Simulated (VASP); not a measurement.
# G0W0 gap of WS2 (Tungstenite) against strain, part 3 of 5

Wanted: the deformation potential of the gap of WS2 (Tungstenite), from G0W0. The cell has space group P6_3/mmc. The start is a cell from a database of measured crystal structures.

VASP 6.6.1, plane waves and PAW; the level of theory is named at each step.

So far, gap on the k-mesh (eV): step 4 (empty bands) 1.04.

The database entry behind the starting cell differs from later determinations by our own check (an axis about 1.4 % long against later determinations), so it need not match the best structure at ambient conditions.

## 5. G0W0

This step: G0W0 on PBE, no spin polarisation; plane waves and PAW (W_sv_GW, S_GW) (VASP 6.6.1).

G0W0 keeps orbitals and screening fixed and shifts each of the lowest NBANDSGW levels once.

Contents of INCAR:

```
SYSTEM = WS2
PREC = Accurate
ENCUT = 340
ISMEAR = 0
SIGMA = 0.01
LREAL = .FALSE.
GGA = PE
NBANDS = 328
LASPH = .TRUE.
ALGO = EVGW0
NELMGW = 1
ENCUTGW = 120
NOMEGA = 48
PRECFOCK = Fast
NBANDSGW = 40
LWAVE = .FALSE.
LCHARG = .FALSE.
```

Contents of POSCAR:

```
WS2
1.0
    3.1800000000      0.0000000000      0.0000000000
   -1.5900000000      2.7539607840      0.0000000000
    0.0000000000      0.0000000000     12.5000000000
W S
2 4
Direct
    0.6666666667      0.3333333333      0.7500000000
    0.3333333333      0.6666666667      0.2500000000
    0.6666666667      0.3333333333      0.3752671102
    0.3333333333      0.6666666667      0.8752671102
    0.6666666667      0.3333333333      0.1247328898
    0.3333333333      0.6666666667      0.6247328898
```

Contents of KPOINTS:

```
Automatic mesh
0
Gamma
6 6 1
0 0 0
```

The projector-augmented-wave data sets are W_sv_GW and S_GW (PBE family, release 64).

Launch:

```sh
mpirun -np 8 vasp_std
```

Log:

```text
[banner, memory and clock lines left out]
running    8 mpi-ranks, on    1 nodes
 distrk:  each k-point on    8 cores,    1 groups
 distr:  one band on    1 cores,    8 groups

 POSCAR found type information on POSCAR W S
 POSCAR found :  2 types and       6 ions
 [... a notice as in an earlier step ...]

|                                                                             |
|           W    W    AA    RRRRR   N    N  II  N    N   GGGG   !!!           |
|           W    W   A  A   R    R  NN   N  II  NN   N  G    G  !!!           |
|           W    W  A    A  R    R  N N  N  II  N N  N  G       !!!           |
|           W WW W  AAAAAA  RRRRR   N  N N  II  N  N N  G  GGG   !            |
|           WW  WW  A    A  R   R   N   NN  II  N   NN  G    G                |
|           W    W  A    A  R    R  N    N  II  N    N   GGGG   !!!           |
|                                                                             |
|     The default for ENCUTGWSOFT is different in this version of VASP.       |
|     please manually set ENCUTGWSOFT =120 in the INCAR file.                 |
|                                                                             |

 LDA part: xc-table for (Slater+PW92), standard interpolation
 found WAVECAR, reading the header
 POSCAR, INCAR and KPOINTS ok, starting setup
 FFT: planning ... GRIDC
 FFT: planning ... GRID_SOFT
 FFT: planning ... GRID
 reading WAVECAR
 the WAVECAR file was read successfully
 initial charge from wavefunction
 available memory per node:     60.37 GB, setting MAXMEM to     61817

 The Fermi energy was updated, please check that it is located mid-gap
 values below the HOMO (VB) or above the LUMO (CB) will cause erroneous energies
 E-fermi :   8.0098

 calculate exact exchange contribution
 the WAVEDER file was read successfully
|                                                                             |
|           W    W    AA    RRRRR   N    N  II  N    N   GGGG   !!!           |
|           W    W   A  A   R    R  NN   N  II  NN   N  G    G  !!!           |
|           W    W  A    A  R    R  N N  N  II  N N  N  G       !!!           |
|           W WW W  AAAAAA  RRRRR   N  N N  II  N  N N  G  GGG   !            |
|           WW  WW  A    A  R   R   N   NN  II  N   NN  G    G                |
|           W    W  A    A  R    R  N    N  II  N    N   GGGG   !!!           |
|                                                                             |
|     Automatic setting of frequency mesh for GW failed. Frequency mesh       |
|     properly not suitable for determining QP energies. Consider             |
|     increasing number of kpoints.                                           |
|                                                                             |

energies w=
    0.000    0.000    1.120    0.000    2.235    0.000    3.341    0.000
    4.435    0.000    5.512    0.000    6.572    0.000    7.612    0.000
    8.633    0.000    9.635    0.000   10.619    0.000   11.587    0.000
   12.542    0.000   13.485    0.000   14.420    0.000   15.350    0.000
   16.278    0.000   17.210    0.000   18.148    0.000   19.098    0.000
   20.063    0.000   21.050    0.000   22.065    0.000   23.113    0.000
   24.204    0.000   25.345    0.000   26.546    0.000   27.820    0.000
   29.182    0.000   30.645    0.000   32.233    0.000   33.970    0.000
   35.888    0.000   38.026    0.000   40.435    0.000   43.185    0.000
   46.360    0.000   50.085    0.000   54.527    0.000   59.927    0.000
   66.644    0.000   75.237    0.000   86.619    0.000  102.401    0.000
  125.701    0.000  163.469    0.000  234.946    0.000  420.484    0.000
 responsefunction array rank=     344
 LDA part: xc-table for (Slater+PW92), standard interpolation

 min. memory requirement per mpi rank    236.5 MB, per node   1891.6 MB

 allocating   6 responsefunctions rank=   344
 shmem allocating  48 responsefunctions rank=   344
 response function shared by NCSHMEM nodes    1
 Doing            6  frequencies on each core in blocks of           48
NQ=   1    0.0000    0.0000    0.0000,
|.........|.........|.........|.........|.........|.........|.........|.........
 performed        749000 updates of chi_q(r,r)
 total number of BLAS operations        602.15 Gflops
NQ=   2    0.1667    0.0000    0.0000,
|.........|.........|.........|.........|.........|.........|.........|.........
 performed       2101000 updates of chi_q(r,r)
 total number of BLAS operations       1675.80 Gflops
NQ=   3    0.3333    0.0000    0.0000,
|.........|.........|.........|.........|.........|.........|.........|.........
 performed       3453000 updates of chi_q(r,r)
 total number of BLAS operations       2904.66 Gflops
NQ=   4    0.5000    0.0000    0.0000,
|.........|.........|.........|.........|.........|.........|.........|.........
 performed       4464000 updates of chi_q(r,r)
 total number of BLAS operations       3807.30 Gflops
NQ=   5    0.1667    0.1667    0.0000,
|.........|.........|.........|.........|.........|.........|.........|.........
 performed       5816000 updates of chi_q(r,r)
 total number of BLAS operations       4978.50 Gflops
NQ=   6    0.3333    0.1667    0.0000,
|.........|.........|.........|.........|.........|.........|.........|.........
 performed       7325000 updates of chi_q(r,r)
 total number of BLAS operations       6262.30 Gflops
NQ=   7    0.3333    0.3333    0.0000,
|.........|.........|.........|.........|.........|.........|.........|.........
 performed       8205000 updates of chi_q(r,r)
 total number of BLAS operations       6934.66 Gflops
 resolving degeneracies of screened two electron integrals

 calculate QP shifts <psi_nk| G(iteration)W_0 |psi_nk>: iteration 1
 entering main loop
```

The job ended after 3.3 min (8 MPI ranks of Intel Xeon Platinum 8259CL at 2.50GHz (Skylake/Cascade Lake), shared host; peak memory 2.4 GiB; 21 min of CPU time).

Parts of OUTCAR (step 5):

```text
   k-points           NKPTS =      7   k-points in BZ     NKDIM =     36   number of bands    NBANDS=    328

   NELECT =      52.0000    total number of electrons

 E-fermi :   8.0098

 QP shifts <psi_nk| G(iteration)W_0 |psi_nk>: iteration 1
 for sc-GW calculations column KS-energies equals QP-energies in previous step
 and V_xc(KS)=  KS-energies - (<T + V_ion + V_H > + <T+V_H+V_ion>^1  + <V_x>^1)
 k-point   1 :       0.0000    0.0000    0.0000
  band No.  KS-energies  QP-energies   sigma(KS)   V_xc(KS)     V^pw_x(r,r')   Z            occupation Imag(sigma)
    ...
     23       5.2489       4.9290     -15.5884     -15.1738     -17.1641       0.7716       2.0000       0.2826
     24       5.9264       5.4062     -14.3745     -13.6992     -16.3800       0.7704       2.0000       0.3133
     25       6.3939       6.1321     -14.3682     -14.0305     -15.2833       0.7751       2.0000       0.2222
     26       7.4879       7.3442     -15.3735     -15.1873     -15.8633       0.7712       2.0000       0.1521
     27       9.7408      10.3129     -14.1857     -14.9235     -10.2891       0.7755       0.0000      -0.3257
     28       9.7408      10.3129     -14.1857     -14.9235     -10.2891       0.7755       0.0000      -0.3257
     29       9.7490      10.3154     -14.1199     -14.8502     -10.2047       0.7755       0.0000      -0.3273
     30       9.7490      10.3154     -14.1199     -14.8502     -10.2047       0.7755       0.0000      -0.3273
    ...

 k-point   2 :       0.1667    0.0000    0.0000
  band No.  KS-energies  QP-energies   sigma(KS)   V_xc(KS)     V^pw_x(r,r')   Z            occupation Imag(sigma)
    ...
     23       5.1835       4.6729     -14.2628     -13.6014     -16.2654       0.7720       2.0000       0.3240
     24       6.0071       5.5099     -14.3990     -13.7538     -16.3555       0.7706       2.0000       0.3031
     25       6.3169       6.0737     -14.7361     -14.4216     -15.7493       0.7732       2.0000       0.2324
     26       6.6841       6.4815     -15.0227     -14.7603     -15.8725       0.7721       2.0000       0.2045
     27       9.0599       9.4869     -13.6141     -14.1642      -9.9263       0.7763       0.0000      -0.3041
     28       9.4832       9.9745     -14.2521     -14.8893     -10.5672       0.7711       0.0000      -0.3211
     29       9.5985      10.1687     -14.0992     -14.8306     -10.0754       0.7796       0.0000      -0.3267
     30       9.6769      10.1902     -14.4369     -15.1034     -10.6290       0.7702       0.0000      -0.3412
    ...

[... 8 parts as in an earlier step ...]

[... 6 further parts left out ...]
```

This step gave:

| Property | Result |
| --- | --- |
| quasiparticle gap on the mesh | 1.576 eV |
| smallest direct quasiparticle gap on the mesh | 2.379 eV |
| gap of the starting orbitals on the mesh | 1.044 eV |

GW takes the gap from 1.044 to 1.576 eV. Spin-orbit coupling is left out. The value holds for 328 bands, ENCUTGW = 120 eV and this mesh, and isn't shown to be converged in them. VASP warns that the automatic setting of its frequency mesh failed and advises more k points, so the value is in doubt.

## 6. Ground state of a strained cell, scale 0.94

This step: PBE, no spin polarisation; plane waves and PAW (W_sv_GW, S_GW) (VASP 6.6.1).

The volume is scaled by 0.94, at the same cutoff, mesh and band count, and the chain is run again.

Contents of INCAR:

```
SYSTEM = WS2
PREC = Accurate
ENCUT = 340
EDIFF = 1E-08
NELM = 100
ISMEAR = 0
SIGMA = 0.01
LREAL = .FALSE.
ALGO = Normal
GGA = PE
NBANDS = 32
LASPH = .TRUE.
LORBIT = 11
LWAVE = .TRUE.
LCHARG = .FALSE.
KPAR = 4
```

Changes to POSCAR since step 5:

```diff
@@ -2,5 +2,5 @@
 1.0
-    3.1800000000      0.0000000000      0.0000000000
-   -1.5900000000      2.7539607840      0.0000000000
-    0.0000000000      0.0000000000     12.5000000000
+    3.1150838257      0.0000000000      0.0000000000
+   -1.5575419129      2.6977417280      0.0000000000
+    0.0000000000      0.0000000000     12.2448263589
 W S
```

KPOINTS is that of step 5.

Launch:

```sh
mpirun -np 8 vasp_std
```

Log:

```text
[... set-up lines as in an earlier step ...]
 entering main loop
       N       E                     dE             d eps       ncg     rms          rms(c)
DAV:   1     0.358471098492E+03    0.35847E+03   -0.24342E+04   512   0.110E+03
DAV:   2    -0.306196322416E+02   -0.38909E+03   -0.38211E+03   600   0.322E+02
DAV:   3    -0.550246137647E+02   -0.24405E+02   -0.24306E+02   576   0.840E+01
DAV:   4    -0.558947801738E+02   -0.87017E+00   -0.86959E+00   632   0.157E+01
DAV:   5    -0.559082376737E+02   -0.13457E-01   -0.13453E-01   576   0.210E+00    0.108E+02
DAV:   6    -0.513292535020E+02    0.45790E+01   -0.23144E+01   520   0.208E+01    0.964E+01
DAV:   7    -0.524769456774E+02   -0.11477E+01   -0.16256E+01   560   0.171E+01    0.411E+01
DAV:   8    -0.509401266237E+02    0.15368E+01   -0.65245E+00   512   0.111E+01    0.358E+00
DAV:   9    -0.509941736207E+02   -0.54047E-01   -0.60758E-01   584   0.316E+00    0.146E+00
DAV:  10    -0.509908196296E+02    0.33540E-02   -0.18161E-02   544   0.710E-01    0.100E+00
DAV:  11    -0.509879516079E+02    0.28680E-02   -0.10798E-02   576   0.501E-01    0.133E+00
DAV:  12    -0.509881294658E+02   -0.17786E-03   -0.20413E-03   568   0.240E-01    0.126E+00
DAV:  13    -0.509881079215E+02    0.21544E-04   -0.12380E-04   600   0.560E-02    0.343E-01
DAV:  14    -0.509881230155E+02   -0.15094E-04   -0.46107E-05   584   0.323E-02    0.121E-01
DAV:  15    -0.509881171293E+02    0.58862E-05   -0.29065E-05   608   0.242E-02    0.278E-02
DAV:  16    -0.509881171954E+02   -0.66075E-07   -0.31685E-06   592   0.784E-03    0.917E-03
DAV:  17    -0.509881169090E+02    0.28645E-06   -0.11503E-06   616   0.474E-03    0.434E-03
DAV:  18    -0.509881170580E+02   -0.14902E-06   -0.13804E-07   504   0.171E-03    0.766E-03
DAV:  19    -0.509881170859E+02   -0.27914E-07   -0.58533E-09   368   0.418E-04    0.371E-03
DAV:  20    -0.509881170965E+02   -0.10628E-07   -0.27472E-09   320   0.273E-04    0.428E-04
DAV:  21    -0.509881171010E+02   -0.45102E-08   -0.58679E-10   344   0.141E-04
   1 F= -.50988117E+02 E0= -.50988117E+02  d E =-.580258-148
 writing wavefunctions
```

It took 12 s on 8 MPI ranks; peak memory 1.3 GiB; 75 s of CPU time.

From OUTCAR (step 6):

```text
   ENCUT  =  340.0 eV  24.99 Ry    5.00 a.u.   4.68  4.68 18.41*2*pi/ulx,y,z

   NELECT =      52.0000    total number of electrons

 E-fermi :   8.5351

 k-point     1 :       0.0000    0.0000    0.0000
  band No.  band energies     occupation
    ...
     22       5.9347      2.00000
     23       5.9347      2.00000
     24       6.7216      2.00000
     25       7.0367      2.00000
     26       8.3527      2.00000
     27      10.6844      0.00000
     28      10.6844      0.00000
     29      10.6884      0.00000
     30      10.6885      0.00000
     31      10.8491      0.00000
    ...

  Total        6.9451291      6.9451291      8.9689271     -0.0000000      0.0000000      0.0000000
  in kB      108.1354694    108.1354694    139.6459472     -0.0000000      0.0000000      0.0000000
  external PRESSURE =     118.6389620 kB  Pullay stress =       0.0000000 kB

 POSITION                                       TOTAL-FORCE (eV/Angst)
 -----------------------------------------------------------------------------------
      1.55754      0.89925      9.18362        -0.000000      0.000000      0.000000
     -0.00000      1.79849      3.06121         0.000000     -0.000000      0.000000
      1.55754      0.89925      4.59508        -0.000000     -0.000000      1.255869
     -0.00000      1.79849     10.71749        -0.000000     -0.000000      1.255869
      1.55754      0.89925      1.52733         0.000000      0.000000     -1.255869
     -0.00000      1.79849      7.64975         0.000000      0.000000     -1.255869
 -----------------------------------------------------------------------------------
    total drift:                               -0.000000      0.000000     -0.000000

  FREE ENERGIE OF THE ION-ELECTRON SYSTEM (eV)
  ---------------------------------------------------
  free  energy   TOTEN  =       -50.9881171010 eV

  energy  without entropy=      -50.9881171010  energy(sigma->0) =      -50.98811710

[... 4 parts as in an earlier step ...]

[... 12 further parts left out ...]
```

Numbers from this step:

| Quantity | Value |
| --- | --- |
| free energy (TOTEN) | -50.9881 eV |
| Fermi energy | 8.535 eV |
| pressure | 11.86 GPa |
| gap on the k-mesh | 0.9854 eV |
| least direct gap on the k-mesh | 1.877 eV |

The run ends at a pressure of 11.86 GPa, with forces up to 1.3 eV/Å.

## 7. Empty bands, scale 0.94

The empty bands are made again, for the run that follows.

Contents of INCAR:

```
SYSTEM = WS2
PREC = Accurate
ENCUT = 340
ISMEAR = 0
SIGMA = 0.01
LREAL = .FALSE.
GGA = PE
NBANDS = 328
LASPH = .TRUE.
ALGO = Exact
NELM = 1
LWAVE = .TRUE.
LCHARG = .FALSE.
LOPTICS = .TRUE.
NEDOS = 1000
CSHIFT = 0.1
```

POSCAR is that of step 6.

KPOINTS is that of step 6.

Launch:

```sh
mpirun -np 8 vasp_std
```

Log:

```text
[... set-up lines as in an earlier step ...]
 entering main loop
       N       E                     dE             d eps       ncg     rms          rms(c)
DIA:   1    -0.509881171026E+02   -0.50988E+02    0.00000E+00     0   0.000E+00
   1 F= -.50988117E+02 E0= -.50988117E+02  d E =-.553234-123
 writing wavefunctions
 optical routines
 imaginary and real dielectric function
 recalculating local potential from charge density
 direction            1
 direction            2
 direction            3
```

The job ended after 14 s (8 MPI ranks; peak memory 1.5 GiB).

Parts of OUTCAR (step 7):

```text
  Total        6.9449168      6.9449168      8.9679197     -0.0000000      0.0000000      0.0000000
  in kB      108.1321632    108.1321632    139.6302629     -0.0000000      0.0000000      0.0000000
  external PRESSURE =     118.6315297 kB  Pullay stress =       0.0000000 kB

 POSITION                                       TOTAL-FORCE (eV/Angst)
 -----------------------------------------------------------------------------------
      1.55754      0.89925      9.18362         0.000000     -0.000000      0.000000
     -0.00000      1.79849      3.06121        -0.000000      0.000000      0.000000
      1.55754      0.89925      4.59508         0.000000      0.000000      1.255886
     -0.00000      1.79849     10.71749         0.000000     -0.000000      1.255886
      1.55754      0.89925      1.52733         0.000000      0.000000     -1.255886
     -0.00000      1.79849      7.64975         0.000000     -0.000000     -1.255886
 -----------------------------------------------------------------------------------
    total drift:                               -0.000000      0.000000     -0.000000

  FREE ENERGIE OF THE ION-ELECTRON SYSTEM (eV)
  ---------------------------------------------------
  free  energy   TOTEN  =       -50.9881171026 eV

  energy  without entropy=      -50.9881171026  energy(sigma->0) =      -50.98811710

[... 2 parts as in an earlier step ...]

[... 1 further part left out ...]
[key lines of the parts left out:]
E-fermi :   8.5186
```

(Continued in part 4 of 5.)

[Lines on the potential files, build, host, timing and source positions are cut from VASP's logs without a mark.]

[Logs are printed without paths, hosts, clocks, repeated set-up lines and the standing remarks that a program may print on its own settings, such as how far it seeks lower states.]

[Hosts, paths, dates, database ids (printed as entryN), source tags and the programs' standing remarks are cut or masked in the printed files.]

[Pressures printed for these runs are not shown converged in the cutoff: they can be off by several GPa and have the wrong sign.]

[In band tables of VASP the shares of atoms and orbitals are scaled to a sum of 1 inside the atoms' spheres.]
